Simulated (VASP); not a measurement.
# Lattice vibrations of ZnCu, part 3 of 3

Aim: the phonon dispersion and thermal properties of ZnCu. The start is a cell from a database of measured crystal structures.

VASP 6.6.1; PBEsol; plane waves and PAW (Zn, Cu).

So far. Step 2 (Relax the host): The run ended after 3 ionic steps, 0.016 eV below its first step, once forces and stress met EDIFFG = -0.02. Step 3 (Tight relaxation): The run ended after 5 ionic steps, 0.000 eV below its first step, once forces and stress met EDIFFG = -0.002.

## 4. Force constants in the supercell (continued)

From OUTCAR (step 4):

```text
  LATTYP: Found a simple cubic cell.
 ALAT       =     8.7269137293

The static configuration has the point symmetry O_h .

 Found     10 irreducible k-points:

   k-points           NKPTS =     10   k-points in BZ     NKDIM =     10   number of bands    NBANDS=    360

   dimension x,y,z NGX =    54 NGY =   54 NGZ =   54
   dimension x,y,z NGXF=   108 NGYF=  108 NGZF=  108

   ENCUT  =  360.0 eV  26.46 Ry    5.14 a.u.  13.50 13.50 13.50*2*pi/ulx,y,z

   NELECT =     621.0000    total number of electrons

 E-fermi :   5.6622

 k-point     1 :       0.0000    0.0000    0.0000
  band No.  band energies     occupation
    ...
    311       5.6775      0.87164
    312       5.6776      0.87011
    313       5.6776      0.87011
    314       5.6785      0.86307
    315       5.6820      0.83368
    316       8.1586     -0.00000
    317       8.1594     -0.00000
    318       8.1594     -0.00000
    319       8.1598     -0.00000
    320       8.1601     -0.00000
    ...

 k-point     2 :       0.2500    0.0000    0.0000
  band No.  band energies     occupation
    ...
    302       4.5927      2.00000
    303       5.0873      2.00037
    304       5.0873      2.00037
    305       5.0873      2.00037
    306       5.0873      2.00037
    307       5.7837      0.15364
    308       5.7837      0.15362
    309       5.7837      0.15362
    310       5.7837      0.15361
    311       5.8995     -0.07043
    ...

  energy-cutoff  :      360.00
  volume of cell :      664.63
      direct lattice vectors                 reciprocal lattice vectors
     8.726913729  0.000000000  0.000000000     0.114588047  0.000000000  0.000000000
     0.000000000  8.726913729  0.000000000     0.000000000  0.114588047  0.000000000
     0.000000000  0.000000000  8.726913729     0.000000000  0.000000000  0.114588047

 POSITION                                       TOTAL-FORCE (eV/Angst)
 -----------------------------------------------------------------------------------
      1.45449      1.45449      1.45449        -0.008802     -0.012471     -0.012471
      1.45449      1.45449      4.36346        -0.000657     -0.000058     -0.000000
      1.45449      1.45449      7.27243        -0.008802     -0.012471      0.012471
      1.45449      4.36346      1.45449        -0.000657      0.000000     -0.000058
      1.45449      4.36346      4.36346         0.000510      0.000000     -0.000000
      1.45449      4.36346      7.27243        -0.000657      0.000000      0.000058
      1.45449      7.27243      1.45449        -0.008802      0.012471     -0.012471
      1.45449      7.27243      4.36346        -0.000657      0.000058     -0.000000
      1.45449      7.27243      7.27243        -0.008802      0.012471      0.012471
      4.36346      1.45449      1.45449        -0.000654      0.000011      0.000011
      4.36346      1.45449      4.36346        -0.000048     -0.000002     -0.000000
      4.36346      1.45449      7.27243        -0.000654      0.000011     -0.000011
      4.36346      4.36346      1.45449        -0.000048      0.000000     -0.000002
      4.36346      4.36346      4.36346         0.000541      0.000000     -0.000000
      4.36346      4.36346      7.27243        -0.000048      0.000000      0.000002
      4.36346      7.27243      1.45449        -0.000654     -0.000011      0.000011
      4.36346      7.27243      4.36346        -0.000048      0.000002     -0.000000
      4.36346      7.27243      7.27243        -0.000654     -0.000011     -0.000011
      7.27243      1.45449      1.45449        -0.009042      0.012987      0.012987
      7.27243      1.45449      4.36346        -0.000662      0.000065     -0.000000
      7.27243      1.45449      7.27243        -0.009042      0.012987     -0.012987
      7.27243      4.36346      1.45449        -0.000662      0.000000      0.000065
      7.27243      4.36346      4.36346         0.000521      0.000000     -0.000000
      7.27243      4.36346      7.27243        -0.000662      0.000000     -0.000065
      7.27243      7.27243      1.45449        -0.009042     -0.012987      0.012987
      7.27243      7.27243      4.36346        -0.000662     -0.000065     -0.000000
      7.27243      7.27243      7.27243        -0.009042     -0.012987     -0.012987
     -0.01500      0.00000      0.00000         0.082234      0.000000     -0.000000
      0.00000      0.00000      2.90897         0.000362      0.000000      0.000005
      0.00000      0.00000      5.81794         0.000362      0.000000     -0.000005
      0.00000      2.90897      0.00000         0.000362      0.000005     -0.000000
      0.00000      2.90897      2.90897         0.000287     -0.000001     -0.000001
      0.00000      2.90897      5.81794         0.000287     -0.000001      0.000001
      0.00000      5.81794      0.00000         0.000362     -0.000005     -0.000000
      0.00000      5.81794      2.90897         0.000287      0.000001     -0.000001
      0.00000      5.81794      5.81794         0.000287      0.000001      0.000001
      2.90897      0.00000      0.00000         0.001036      0.000000     -0.000000
      2.90897      0.00000      2.90897        -0.001006      0.000000     -0.000609
[...]
-----------------------------------------------------------------------------------
[...]
4.363457  1.454486  4.363457     0.050995   -0.124836   -0.097717
      4.363457  1.454486  7.272428     0.149958   -0.142369    0.108449
      4.363457  4.363457  1.454486    -0.061452    0.096621   -0.063614
      4.363457  4.363457  4.363457    -0.136516    0.053433    0.064819
      4.363457  4.363457  7.272428    -0.037552    0.018084   -0.001205
      4.363457  7.272428  1.454486    -0.013442   -0.038251   -0.046081
      4.363457  7.272428  4.363457    -0.088505    0.071402   -0.019180
      4.363457  7.272428  7.272428     0.010458    0.124285    0.065261
      7.272428  1.454486  1.454486    -0.027382    0.128423    0.098963
      7.272428  1.454486  4.363457    -0.076103    0.061957   -0.083628
      7.272428  1.454486  7.272428    -0.065371    0.044423   -0.015335
      7.272428  4.363457  1.454486    -0.012345    0.082302    0.046081
      7.272428  4.363457  4.363457    -0.061066    0.039114    0.078908
      7.272428  4.363457  7.272428    -0.050334    0.003765   -0.124989
      7.272428  7.272428  1.454486     0.126437   -0.210724    0.063614
      7.272428  7.272428  4.363457     0.077716   -0.101071   -0.005091
      7.272428  7.272428  7.272428     0.088448   -0.048188   -0.058523
      0.000000  0.000000  0.000000     0.123631   -0.048390   -0.058701
      0.000000  0.000000  2.908971     0.034008   -0.016377    0.001091
      0.000000  0.000000  5.817942     0.055652   -0.087502    0.057610
      0.000000  2.908971  0.000000     0.080152   -0.064663    0.017370
      0.000000  2.908971  2.908971    -0.009471   -0.112555   -0.059101
      0.000000  2.908971  5.817942     0.012173    0.034641    0.041731
      0.000000  5.817942  0.000000    -0.046182    0.113053    0.088494
      0.000000  5.817942  2.908971    -0.135804    0.128932   -0.098213
      0.000000  5.817942  5.817942    -0.114160    0.052861    0.009719
      2.908971  0.000000  0.000000     0.055303   -0.035422   -0.071461
      2.908971  0.000000  2.908971     0.045584   -0.003410    0.113192
[...]
5.817942  5.817942  2.908971     0.076603    0.003248   -0.054091
      5.817942  5.817942  5.817942     0.089363   -0.072823    0.000000

   2 f  =    6.886332 THz    43.268101 2PiTHz  229.703317 cm-1    28.479569 meV
             X         Y         Z           dx          dy          dz
      1.454486  1.454486  1.454486     0.117140    0.003817    0.000000
      1.454486  1.454486  4.363457    -0.100065   -0.045197    0.041648
      1.454486  1.454486  7.272428    -0.087360    0.034521   -0.041648
      1.454486  4.363457  1.454486     0.188174   -0.132017   -0.021024
      1.454486  4.363457  4.363457    -0.029032    0.036760   -0.057091
      1.454486  4.363457  7.272428    -0.016326   -0.063982    0.078115
      1.454486  7.272428  1.454486     0.116391    0.128201   -0.100742
      1.454486  7.272428  4.363457    -0.100814    0.008437   -0.026386
      1.454486  7.272428  7.272428    -0.088109    0.029461    0.127129
      4.363457  1.454486  1.454486     0.029890   -0.028645    0.067236
      4.363457  1.454486  4.363457     0.056695   -0.077659    0.164813
      4.363457  1.454486  7.272428     0.111226    0.002060   -0.232049
      4.363457  4.363457  1.454486    -0.088676   -0.052023    0.046212
      4.363457  4.363457  4.363457    -0.061871    0.116754    0.066073
      4.363457  4.363457  7.272428    -0.007340    0.016012   -0.112285
      4.363457  7.272428  1.454486    -0.049355    0.080668   -0.033507
      4.363457  7.272428  4.363457    -0.022550   -0.039096    0.096778
      4.363457  7.272428  7.272428     0.031981   -0.018072   -0.063272
      7.272428  1.454486  1.454486    -0.147031    0.043138    0.054530
      7.272428  1.454486  4.363457     0.043370   -0.005876   -0.039687
      7.272428  1.454486  7.272428    -0.023866    0.073842   -0.014843
      7.272428  4.363457  1.454486    -0.099498   -0.052772    0.033507
      7.272428  4.363457  4.363457     0.090903    0.116005   -0.138427
      7.272428  4.363457  7.272428     0.023667    0.015263    0.104920
      7.272428  7.272428  1.454486    -0.067036    0.009634   -0.046212
      7.272428  7.272428  4.363457     0.123364   -0.110129   -0.107722
      7.272428  7.272428  7.272428     0.056128   -0.089105    0.153934
      0.000000  0.000000  0.000000     0.056031   -0.105735   -0.059837
      0.000000  0.000000  2.908971     0.006648   -0.014501    0.101688
      0.000000  0.000000  5.817942     0.080306    0.047113   -0.041850
      0.000000  2.908971  0.000000     0.020422    0.035406   -0.087644
      0.000000  2.908971  2.908971    -0.028962    0.016366    0.057300
      0.000000  2.908971  5.817942     0.044697   -0.073054    0.030344
      0.000000  5.817942  0.000000    -0.051344    0.070329   -0.149258
      0.000000  5.817942  2.908971    -0.100728   -0.001865    0.210148
      0.000000  5.817942  5.817942    -0.027069    0.025941   -0.060890
      2.908971  0.000000  0.000000    -0.082323   -0.105056    0.125362
      2.908971  0.000000  2.908971    -0.021433   -0.013822   -0.095017
[...]
5.817942  5.817942  2.908971     0.079114   -0.031263    0.037718
      5.817942  5.817942  5.817942    -0.106084   -0.003456    0.000000

   3 f  =    6.886332 THz    43.268101 2PiTHz  229.703317 cm-1    28.479569 meV
             X         Y         Z           dx          dy          dz
    [... 9114 further lines ...]
      5.817942  5.817942  0.000000     0.113449   -0.073722   -0.004207
      5.817942  5.817942  2.908971     0.113449   -0.073722   -0.004207
      5.817942  5.817942  5.817942     0.113449   -0.073722   -0.004207

 ELASTIC MODULI CONTR FROM IONIC RELAXATION (kBar)
 Direction    XX          YY          ZZ          XY          YZ          ZX
 --------------------------------------------------------------------------------
 XX           0.0000      0.0000      0.0000      0.0000      0.0000      0.0000
 YY           0.0000      0.0000      0.0000      0.0000      0.0000      0.0000
 ZZ           0.0000      0.0000      0.0000      0.0000      0.0000      0.0000
 XY           0.0000      0.0000      0.0000      0.0000      0.0000      0.0000
 YZ           0.0000      0.0000      0.0000      0.0000      0.0000      0.0000
 ZX           0.0000      0.0000      0.0000      0.0000      0.0000      0.0000
 --------------------------------------------------------------------------------

[... 1 part as in an earlier step ...]

[... 7 further parts left out ...]
```

The last energy, forces, stress and levels in OUTCAR belong to the last displaced cell, not to the cell of POSCAR.

Numbers from this step:

| Property | Result |
| --- | --- |
| electrons | 621 |
| lowest frequency | -50.91 cm⁻¹ |
| highest frequency | 235.5 cm⁻¹ |

No long-range dipole term. Phonon branches along the path, in cm⁻¹:

| point | branch 1 | branch 2 | branch 3 | branch 4 | branch 5 | branch 6 |
| --- | --- | --- | --- | --- | --- | --- |
| Γ | 0 | 0 | 0 | 209 | 209 | 209 |
| 0.53 of the way | 93 | 93 | 113 | 193 | 193 | 201 |
| X | 154 | 154 | 154 | 154 | 162 | 187 |
| 0.53 of the way | 66 | 76 | 155 | 158 | 217 | 223 |
| M | -51 | -51 | 156 | 161 | 235 | 235 |
| 0.47 of the way | 39 | 125 | 133 | 179 | 183 | 225 |
| Γ | 0 | 0 | 0 | 209 | 209 | 209 |
| 0.53 of the way | 93 | 93 | 104 | 201 | 201 | 207 |
| R | 144 | 144 | 144 | 169 | 169 | 169 |
| 0.53 of the way | 72 | 90 | 146 | 160 | 214 | 221 |
| X | 154 | 154 | 154 | 154 | 162 | 187 |
| jump to M | -51 | -51 | 156 | 161 | 235 | 235 |
| 0.53 of the way | 77 | 77 | 152 | 163 | 212 | 212 |
| R | 144 | 144 | 144 | 169 | 169 | 169 |

The phonon branches as a text plot (rows in cm⁻¹):

```
    230 |            ********                             **
    218 |          **     *  ****         **       ****     **
    206 |****     **       *   ***********  *     ** ***
    194 |   **** **           ***   *   * ** *   *     **     *
    182 |     * **          ***      * *    *** *       **     *
    170 |      *          ** *                *****           ***
    158 |      ***********            *            ***********
    146 |     *  *        ** *                **********     ****
    134 |      * *          *          *     ***        *
    122 |    **   *         * *      *  *   **  *     **       *
    110 |         *          *           ***     *     *
     98 |   **     *       *   *    *    *  *     *  **       *
     86 |   *                 *         * **      ***
     74 |  *        *     *    **     **           ***       *
     62 |  *        *                *
     51 | *                     *   *                       *
     39 | *          *      ****   *
     27 |            *          **
     15 |*                 *     * *
      3 |                         *
     -9 |
    -21 |                **                                *
    -33 |             *
    -45 |              ***                                *
         Γ      X      M          Γ            R        X|M     R
```

The phonon density of states by frequency; read off at these points:

frequency (cm⁻¹), phonon density of states (states/cm⁻¹/cell) and a bar:
```
    -60.0     0.0000 
    -50.0     0.0007 
    -40.0     0.0021 #
    -30.0     0.0024 #
    -20.0     0.0019 #
    -10.0     0.0012 
      0.0     0.0006 
     10.0     0.0011 
     20.0     0.0027 #
     30.0     0.0061 ##
     40.0     0.0103 ####
     50.0     0.0153 ######
     60.0     0.0193 ########
     70.0     0.0268 ###########
     71.7     0.0276 ###########
     80.0     0.0267 ###########
     90.0     0.0237 ##########
    100.0     0.0193 ########
    110.0     0.0213 #########
    120.0     0.0216 #########
    130.0     0.0245 ##########
    140.0     0.0317 #############
    150.0     0.0374 ###############
    160.0     0.0402 ################
    165.1     0.0459 ###################
    170.0     0.0384 ################
    180.0     0.0283 ############
    190.0     0.0263 ###########
    200.0     0.0303 ############
    210.0     0.0527 #####################
    215.8     0.0737 ##############################
    220.0     0.0649 ##########################
    230.0     0.0237 ##########
    240.0     0.0004 
    250.0     0.0000
```

## 5. Outcome

```yaml
highest_frequency: 235 cm⁻¹
lowest_frequency: -50.9 cm⁻¹
```

**Reading.** The spectrum reaches 235 cm⁻¹, and its lowest point lies at -51 cm⁻¹. At the wave vectors that fit the supercell, which are computed directly, every mode is real; only interpolated points are imaginary, so stability is left open here. Frequencies between the wave vectors that fit the supercell are interpolated.

[Lines on the potential files, build, host, timing and source positions are cut from VASP's logs without a mark.]

[Logs are printed without paths, hosts, clocks, repeated set-up lines and the standing remarks that a program may print on its own settings, such as how far it seeks lower states.]

[Hosts, paths, dates, database ids (printed as entryN), source tags and the programs' standing remarks are cut or masked in the printed files.]

[Runs that stopped without an error message from VASP are left out.]
